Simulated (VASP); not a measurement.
Input:

```
CELL_PARAMETERS angstrom
      2.95268     0.00000     0.00000
      0.00000     2.95268     0.00000
      0.00000     0.00000     2.95268
ATOMIC_POSITIONS crystal
  Zn 0.50000 0.50000 0.50000
  Cu 0.00000 0.00000 0.00000
```

Calculation: PBE GGA with D4 dispersion, VASP's PBE PAW potentials (set 64) (plane waves; VASP). Numerical set-up: 520 eV cut-off, 12×12×12 Γ-centred mesh, first-order Methfessel-Paxton smearing of 0.10 eV, potentials Zn Cu.

**Question.** The job: CuZn (CsCl type), 2 atoms, PBE-D4, static run, 520 eV, 12×12×12 Γ-centred mesh. Roughly how much core time does it take on a busy server core?

**Answer.** About 20 core-seconds (one run on a shared machine, a rough figure). It had 84 irreducible k-points, 15 bands, up to 739 plane waves and 13 electronic steps.

The compound is CuZn in the CsCl type structure. This cell is one point of a volume scan, at 1.03 of the reference volume.
